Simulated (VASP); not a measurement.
Crystal: TiNi.

```
Ti Ni
1.0
     3.01129    0.00000    0.00000
     0.00000    3.01129    0.00000
     0.00000    0.00000    3.01129
Ti Ni
1 1
Cartesian
  1.5056 1.5056 1.5056
  0.0000 0.0000 0.0000
```

The cell comes from a database or a generator and needn't be the stable form of this composition.

* Program: VASP 6.6.1
* Task: relaxation of cell and atoms
* Functional: LDA
* Potentials or basis: VASP PAW LDA potentials, release 64 (Ti_sv, Ni)
* Cutoff: 600 eV
* k mesh: 14 × 14 × 14
* Occupations: gaussian, width 0.1 eV
* Spin: no spin polarisation

At the start: pressure -11.9 GPa; volume 13.65 Å³/atom.

Task: How do energy, volume and symmetry change on relaxing?

Result: Over 4 steps the energy falls by 38.5 meV/atom and the volume is 12.68 Å³/atom (-7.2 %); space group Pm-3m (No. 221, to 0.05 Å).

Step by step:
```
step  energy change (eV)  largest force (eV/Å)  pressure (GPa)  volume (Å³)
   1              0.0000                0.0000          -11.89        27.31
   2              0.0153                0.0000           16.93        23.49
   3             -0.0770                0.0000           -0.14        25.39
   4             -0.0770                0.0000            0.05        25.35
```

Final structure:
```cif
data_structure
_symmetry_space_group_name_H-M 'P 1'
_symmetry_Int_Tables_number 1
_cell_length_a 2.9376
_cell_length_b 2.9376
_cell_length_c 2.9376
_cell_angle_alpha 90.000
_cell_angle_beta 90.000
_cell_angle_gamma 90.000
_cell_volume 25.35
loop_
_atom_site_label
_atom_site_type_symbol
_atom_site_fract_x
_atom_site_fract_y
_atom_site_fract_z
_atom_site_occupancy
Ti1 Ti 0.50000 0.50000 0.50000 1
Ni1 Ni 0.00000 0.00000 0.00000 1
```
